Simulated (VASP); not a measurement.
# PbI2 (relaxed from the fluorite structure, space group Fm-3m): computed properties

Method: PBEsol GGA, VASP's PBE PAW potentials (set 64) (plane waves; VASP).

For PbI$_{2}$, the space group is Fm-3m (225) and the cell is a = b = c = 7.7848 Å, α = β = γ = 90.00°. The volume per atom is 39.32 Å³/atom, the band gap (over mesh and band path) is 1.53 eV and the smallest direct gap (over mesh and band path) comes out as 1.91 eV. The band-edge character is indirect, X to Γ-X at 0.43, the density is 6.49 g/cm³ and the optical Γ-point spectrum comes out as 44 (×3), 88 (×3) cm⁻¹.

```
CELL_PARAMETERS angstrom
      0.00000     3.89241     3.89241
      3.89241     0.00000     3.89241
      3.89241     3.89241     0.00000
ATOMIC_POSITIONS crystal
  Pb 0.00000 0.00000 0.00000
  I  0.25000 0.25000 0.25000
  I  0.75000 0.75000 0.75000
```

Unless said otherwise, spin-orbit coupling is left out, though it shifts the bands of the heavy elements here.

The structure was generated: PbI2 was put into the fluorite type (Fm-3m), which need not be its known phase. It was relaxed first. Symmetry was kept, so distortions that lower it aren't found.
